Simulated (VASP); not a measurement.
```
CELL_PARAMETERS angstrom
      3.86166     0.00000     0.00000
      0.00000     3.86166     0.00000
      0.00000     0.00000     3.86166
ATOMIC_POSITIONS crystal
  Sr 0.00000 0.00000 0.00000
  Ti 0.50000 0.50000 0.50000
  O  0.50000 0.00000 0.50000
  O  0.00000 0.50000 0.50000
  O  0.50000 0.50000 0.00000
```

Computed with LDA (Ceperley-Alder, Perdew-Zunger), VASP's LDA PAW potentials (set 64) (plane waves; VASP). Run with 520 eV cut-off, 8×8×8 Γ-centred mesh, tetrahedra with Blöchl corrections, potentials Sr_sv Ti_sv O.

### Question
Predict the energy per atom (σ→0), band gap (on the k-mesh) with the smallest direct gap where there is one.

### Answer

```json
{
  "band gap (on the k-mesh)": "1.81 eV",
  "smallest direct gap (on the k-mesh)": "2.14 eV",
  "energy per atom (σ→0)": "-8.836 eV/atom"
}
```

The compound is SrTiO3 in the cubic perovskite structure, the ideal cubic form; the compound distorts at low or room temperature. It was relaxed first.
